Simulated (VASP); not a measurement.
Computed with PBE GGA, VASP's PBE PAW potentials (set 64) (plane waves; VASP).

A VASP calculation is set up with these files.

**POSCAR**
```
Ti
1.0
  2.9219860000   0.0000000000   0.0000000000
 -1.4609930000   2.5305150000   0.0000000000
  0.0000000000   0.0000000000   9.4015100000
Ti
4
Cartesian
  0.0000000000   0.0000000000   0.0000000000
  0.0000000000   0.0000000000   4.7007550000
 -0.0000014610   1.6870108435   2.3503775000
  1.4609944610   0.8435041565   7.0511325000
```

### INCAR
```
SYSTEM = Ti
PREC = Accurate
ENCUT = 300
EDIFF = 1E-6
NELM = 100
ALGO = Normal
LREAL = .FALSE.
LASPH = .TRUE.
ISMEAR = 0
SIGMA = 0.2
GGA = PE
LMAXMIX = 4
LWAVE = .FALSE.
LCHARG = .FALSE.
ISIF = 2
```

**KPOINTS**
```
Automatic mesh
0
Gamma
9 9 3
0 0 0
```

POTCAR, in this order: Ti_sv (PBE.64 set). Program: vasp_std.

### Question
Predict the energy per atom (σ→0), band gap (on the k-mesh).

### Answer

* **energy per atom (σ→0)**: -7770 meV/atom
* **band gap (on the k-mesh)**: none (metal, semimetal or under 0.01 eV)

File OSZICAR:
```
...
DAV:  11    -0.311451639375E+02   -0.42917E-03   -0.76275E-03  1816   0.681E-01    0.704E-02
DAV:  12    -0.311451247763E+02    0.39161E-04   -0.27755E-04  1908   0.196E-01    0.488E-02
DAV:  13    -0.311450413738E+02    0.83403E-04   -0.75438E-05  1952   0.923E-02    0.454E-02
DAV:  14    -0.311450363983E+02    0.49755E-05   -0.13803E-05  1740   0.441E-02    0.322E-02
DAV:  15    -0.311450302292E+02    0.61691E-05   -0.12792E-05  1372   0.393E-02    0.168E-02
DAV:  16    -0.311450278724E+02    0.23568E-05   -0.84990E-06  1580   0.312E-02    0.421E-03
DAV:  17    -0.311450280623E+02   -0.18995E-06   -0.12563E-06   980   0.111E-02
   1 F= -.31145028E+02 E0= -.31079397E+02  d E =-.131263E+00
```

The structure was generated: Ti was put into an ordered model structure, which need not be its known phase. The cell was not relaxed at this level. VASP warned that the highest band is occupied, so more bands are needed.
